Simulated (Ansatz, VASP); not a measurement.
# Cu (Copper): VASP beside Ansatz

Aim: how closely do two programs agree when they are given the same cell, functional and k mesh? The cell is taken from a series of runs on this material, whose earlier steps may have relaxed, scaled, displaced or heated it; both programs get it as it stands.

Calculated with Ansatz 0.2.0; plane waves, with VASP 6.6.1 beside it; elastic constants at LDA.

### Step 1. Starting point

The structure is cubic, space group Fm-3m (No. 225). Conventional cell: a = 3.524 Å, b = 3.524 Å, c = 3.524 Å, α = 90.00°, β = 90.00°, γ = 90.00°. Cu has 12 Cu at 2.49 Å nearest.

As a file:

```cif
data_structure
_symmetry_space_group_name_H-M 'P 1'
_symmetry_Int_Tables_number 1
_cell_length_a 2.4921
_cell_length_b 2.4921
_cell_length_c 2.4921
_cell_angle_alpha 60.000
_cell_angle_beta 60.000
_cell_angle_gamma 60.000
_cell_volume 10.94
loop_
_atom_site_label
_atom_site_type_symbol
_atom_site_fract_x
_atom_site_fract_y
_atom_site_fract_z
_atom_site_occupancy
Cu1 Cu 0.00000 0.00000 0.00000 1
```

### Step 2. VASP: elastic constants, LDA

Elastic constants are differences of stresses under small strains, so they test the stress and the mesh.

Lines of VASP's logs that name or quote its potential files are left out, and so is its time.

INCAR

```
SYSTEM = Cu
PREC = Accurate
ENCUT = 600
EDIFF = 1E-08
NELM = 120
ISMEAR = 0
SIGMA = 0.1
LREAL = .FALSE.
ALGO = Normal
GGA = CA
NBANDS = 11
LASPH = .TRUE.
LORBIT = 11
LWAVE = .FALSE.
LCHARG = .FALSE.
ISIF = 3
IBRION = 6
NFREE = 2
POTIM = 0.015
NSW = 1
GGA_COMPAT = .FALSE.
```

POSCAR

```
Cu
1.0
    0.0000000000      1.7621932907      1.7621932907
    1.7621932907      0.0000000000      1.7621932907
    1.7621932907      1.7621932907      0.0000000000
Cu
1
Direct
    0.0000000000      0.0000000000      0.0000000000
```

KPOINTS

```
Automatic mesh
0
Gamma
10 10 10
0 0 0
```

PAW data sets: Cu (LDA family, release 64).

On the command line:

```console
> mpirun -np 1 vasp_std
```

Numbers of over 12 decimals in the logs are rounded to 6 here.

Log:

```text
[banner, memory and clock lines left out]
running    1 mpi-ranks, on    1 nodes
 distrk:  each k-point on    1 cores,    1 groups
 distr:  one band on    1 cores,    1 groups

 POSCAR found type information on POSCAR Cu
 POSCAR found :  1 types and       1 ions
 LDA part: xc-table for (Slater(with rela. corr.)+CA(PZ))
 , standard interpolation
 POSCAR, INCAR and KPOINTS ok, starting setup
 FFT: planning ... GRIDC
 FFT: planning ... GRID_SOFT
 FFT: planning ... GRID
 WAVECAR not read
 entering main loop
       N       E                     dE             d eps       ncg     rms          rms(c)
DAV:   1     0.445252764130E+02    0.44525E+02   -0.59853E+03  1117   0.192E+03
DAV:   2    -0.433066022933E+01   -0.48856E+02   -0.45399E+02  1055   0.224E+02
DAV:   3    -0.570492024640E+01   -0.13743E+01   -0.13689E+01  1237   0.461E+01
DAV:   4    -0.571355409794E+01   -0.86339E-02   -0.86327E-02  1148   0.317E+00
DAV:   5    -0.571364036622E+01   -0.86268E-04   -0.86269E-04  1164   0.320E-01    0.806E+00
DAV:   6    -0.507422562444E+01    0.63941E+00   -0.15660E+01  1187   0.846E+01    0.378E+00
DAV:   7    -0.471194781403E+01    0.36228E+00   -0.23762E+00  1193   0.329E+01    0.668E-01
DAV:   8    -0.469482119111E+01    0.17127E-01   -0.75105E-03  1330   0.104E+00    0.248E-01
DAV:   9    -0.469362403595E+01    0.11972E-02   -0.55384E-03  1273   0.139E+00    0.151E-02
DAV:  10    -0.469363601786E+01   -0.11982E-04   -0.27812E-05  1410   0.930E-02    0.396E-03
DAV:  11    -0.469363744984E+01   -0.14320E-05   -0.15552E-06  1553   0.140E-02    0.714E-04
DAV:  12    -0.469363744061E+01    0.92302E-08   -0.41032E-08   779   0.336E-03
   1 F= -.46936374E+01 E0= -.46918828E+01  d E =-.350933E-02
[... from here on, the cycles between the ionic steps are left out ...]
   2 F= -.46919273E+01 E0= -.46902936E+01  d E =-.326741E-02
   3 F= -.46918913E+01 E0= -.46902144E+01  d E =-.335375E-02
   6 F= -.46919273E+01 E0= -.46902936E+01  d E =-.326727E-02
   7 F= -.46918913E+01 E0= -.46902144E+01  d E =-.335375E-02
   8 F= -.46932219E+01 E0= -.46916810E+01  d E =-.308195E-02
   9 F= -.46932218E+01 E0= -.46916809E+01  d E =-.308191E-02
  10 F= -.46932220E+01 E0= -.46916810E+01  d E =-.308195E-02
  11 F= -.46932219E+01 E0= -.46916809E+01  d E =-.308191E-02
  12 F= -.46932219E+01 E0= -.46916810E+01  d E =-.308195E-02
  13 F= -.46932219E+01 E0= -.46916809E+01  d E =-.308191E-02
  14 F= -.46936339E+01 E0= -.46918793E+01  d E =-.350934E-02
 Finite differences progress:
  Degree of freedom:   7/  7
  Displacement:        1/  2
  Total:              13/ 14
 bond charge predicted
       N       E                     dE             d eps       ncg     rms          rms(c)
DAV:   1    -0.469166742169E+01    0.19665E-02   -0.48489E+00  1196   0.186E+01    0.166E-01
DAV:   2    -0.469430957319E+01   -0.26422E-02   -0.34643E-02  1040   0.218E+00    0.107E-01
DAV:   3    -0.469384605045E+01    0.46352E-03   -0.12957E-03  1334   0.626E-01    0.666E-02
DAV:   4    -0.469363757076E+01    0.20848E-03   -0.43701E-04  1536   0.258E-01    0.154E-02
DAV:   5    -0.469363370389E+01    0.38669E-05   -0.38723E-05  1217   0.130E-01    0.339E-03
DAV:   6    -0.469363392646E+01   -0.22257E-06   -0.80917E-07  1534   0.170E-02    0.797E-04
DAV:   7    -0.469363393267E+01   -0.62068E-08   -0.48692E-08   821   0.466E-03
  15 F= -.46936339E+01 E0= -.46918793E+01  d E =-.350929E-02
 Finite differences progress:
  Degree of freedom:   7/  7
  Displacement:        2/  2
  Total:              14/ 14
```

Parts of OUTCAR (step 2):

```text
ion  position               nearest neighbor table
   1  0.000  0.000  0.000-

  LATTYP: Found a face centered cubic cell.
 ALAT       =     3.5243865814

 Subroutine GETGRP returns: Found 48 space group operations
 (whereof 48 operations were pure point group operations)

The static configuration has the point symmetry O_h .

 Found     47 irreducible k-points:

   k-points           NKPTS =     47   k-points in BZ     NKDIM =     47   number of bands    NBANDS=     11

   dimension x,y,z NGX =    20 NGY =   20 NGZ =   20
   dimension x,y,z NGXF=    40 NGYF=   40 NGZF=   40

   ENCUT  =  600.0 eV  44.10 Ry    6.64 a.u.   4.98  4.98  4.98*2*pi/ulx,y,z

   NELECT =      11.0000    total number of electrons

 k-points in reciprocal lattice and weights: Automatic mesh
   0.00000000  0.00000000  0.00000000       0.001
   0.10000000  0.00000000  0.00000000       0.008
   0.20000000  0.00000000  0.00000000       0.008
   0.30000000  0.00000000  0.00000000       0.008
   0.40000000  0.00000000  0.00000000       0.008
   0.50000000  0.00000000  0.00000000       0.004
   0.10000000  0.10000000  0.00000000       0.006
   0.20000000  0.10000000  0.00000000       0.024
   0.30000000  0.10000000  0.00000000       0.024
[...]
-0.30000000  0.40000000  0.20000000       0.024
  -0.30000000  0.50000000  0.20000000       0.012

 average (electrostatic) potential at core
       1 -63.7943

 E-fermi :   8.2020

 k-point     1 :       0.0000    0.0000    0.0000
  band No.  band energies     occupation
    ...
      2       5.0064      2.00000
      3       5.0064      2.00000
      4       5.0064      2.00000
      5       5.9490      2.00000
      6       5.9490      2.00000
      7      31.6130      0.00000
      8      34.6919      0.00000
      9      34.6919      0.00000
     10      34.6919      0.00000
     11      37.3008      0.00000

 k-point     2 :       0.1000    0.0000    0.0000
  band No.  band energies     occupation
    ...
      2       4.9228      2.00000
      3       5.0788      2.00000
      4       5.0788      2.00000
      5       5.9228      2.00000
      6       5.9228      2.00000
      7      29.2576      0.00000
      8      32.5449      0.00000
      9      33.7906      0.00000
     10      33.7906      0.00000
     11      38.6780      0.00000

 k-point     3 :       0.2000    0.0000    0.0000
  band No.  band energies     occupation
    ...
      2       4.7560      2.00000
      3       5.1884      2.00000
      4       5.1884      2.00000
      5       5.9450      2.00000
      6       5.9450      2.00000
      7      23.9917      0.00000
      8      31.9794      0.00000
      9      32.6697      0.00000
     10      32.6697      0.00000
     11      39.1729      0.00000

  Total        0.0003709      0.0003709      0.0003709     -0.0000000      0.0000000     -0.0000000
  in kB        0.0542910      0.0542910      0.0542910     -0.0000000      0.0000000     -0.0000000
  external PRESSURE =       0.0542910 kB  Pullay stress =       0.0000000 kB

  energy-cutoff  :      600.00
  volume of cell :       10.94
      direct lattice vectors                 reciprocal lattice vectors
     0.000000000  1.762193291  1.762193291    -0.283737319  0.283737319  0.283737319
     1.762193291  0.000000000  1.762193291     0.283737319 -0.283737319  0.283737319
     1.762193291  1.762193291  0.000000000     0.283737319  0.283737319 -0.283737319

 POSITION                                       TOTAL-FORCE (eV/Angst)
 -----------------------------------------------------------------------------------
     -0.01500      0.00000      0.00000        -0.000000      0.000000     -0.000000
 -----------------------------------------------------------------------------------
    total drift:                                0.000083     -0.000000     -0.000000

  FREE ENERGIE OF THE ION-ELECTRON SYSTEM (eV)
  ---------------------------------------------------
  free  energy   TOTEN  =        -4.6936339327 eV

  energy  without entropy=       -4.6901246453  energy(sigma->0) =       -4.69187929

  SYMMETRIZED ELASTIC MODULI (kBar)
 Direction    XX          YY          ZZ          XY          YZ          ZX
 --------------------------------------------------------------------------------
 XX        2260.1369   1596.6343   1596.6343      0.0000      0.0000     -0.0000
 YY        1596.6343   2260.1369   1596.6343      0.0000      0.0000     -0.0000
 ZZ        1596.6343   1596.6343   2260.1369      0.0000      0.0000      0.0000
 XY           0.0000      0.0000      0.0000    584.3377      0.0000      0.0000
 YZ           0.0000      0.0000      0.0000      0.0000    584.3377      0.0000
 ZX          -0.0000     -0.0000      0.0000      0.0000      0.0000    584.3377
 --------------------------------------------------------------------------------

 Eigenvectors and eigenvalues of the dynamical matrix
 ----------------------------------------------------

   1 f/i=    0.000000 THz     0.000000 2PiTHz    0.000000 cm-1     0.000000 meV
             X         Y         Z           dx          dy          dz
      0.000000  0.000000  0.000000     1.000000    0.000000    0.000000

   2 f/i=    0.000000 THz     0.000000 2PiTHz    0.000000 cm-1     0.000000 meV
             X         Y         Z           dx          dy          dz
      0.000000  0.000000  0.000000     0.000000    1.000000    0.000000

   3 f/i=    0.000000 THz     0.000000 2PiTHz    0.000000 cm-1     0.000000 meV
             X         Y         Z           dx          dy          dz
      0.000000  0.000000  0.000000     0.000000    0.000000    1.000000

 ELASTIC MODULI CONTR FROM IONIC RELAXATION (kBar)
 Direction    XX          YY          ZZ          XY          YZ          ZX
 --------------------------------------------------------------------------------
 XX           0.0000      0.0000      0.0000      0.0000      0.0000      0.0000
 YY           0.0000      0.0000      0.0000      0.0000      0.0000      0.0000
 ZZ           0.0000      0.0000      0.0000      0.0000      0.0000      0.0000
 XY           0.0000      0.0000      0.0000      0.0000      0.0000      0.0000
 YZ           0.0000      0.0000      0.0000      0.0000      0.0000      0.0000
 ZX           0.0000      0.0000      0.0000      0.0000      0.0000      0.0000
 --------------------------------------------------------------------------------

 TOTAL ELASTIC MODULI (kBar)
 Direction    XX          YY          ZZ          XY          YZ          ZX
 --------------------------------------------------------------------------------
 XX        2260.1369   1596.6343   1596.6343      0.0000      0.0000     -0.0000
 YY        1596.6343   2260.1369   1596.6343      0.0000      0.0000     -0.0000
 ZZ        1596.6343   1596.6343   2260.1369      0.0000      0.0000      0.0000
 XY           0.0000      0.0000      0.0000    584.3377      0.0000      0.0000
 YZ           0.0000      0.0000      0.0000      0.0000    584.3377      0.0000
 ZX          -0.0000     -0.0000      0.0000      0.0000      0.0000    584.3377
 --------------------------------------------------------------------------------

 total charge
# of ion       s       p       d       tot
------------------------------------------
    1        0.477   0.442   9.185  10.104

[... 3 further parts left out ...]
```

Levels, forces or a CONTCAR printed for this step are those of its last displaced cell, not of the structure at rest.

(Part 1 of 2 ends here.)

[Lines on the potential files, build, host, timing and source positions are cut from VASP's logs without a mark.]

[Logs are printed without paths, hosts, clocks, repeated set-up lines and the standing remarks that a program may print on its own settings, such as how far it seeks lower states.]

[Hosts, paths, dates, database ids (printed as entryN), source tags and the programs' standing remarks are cut or masked in the printed files.]
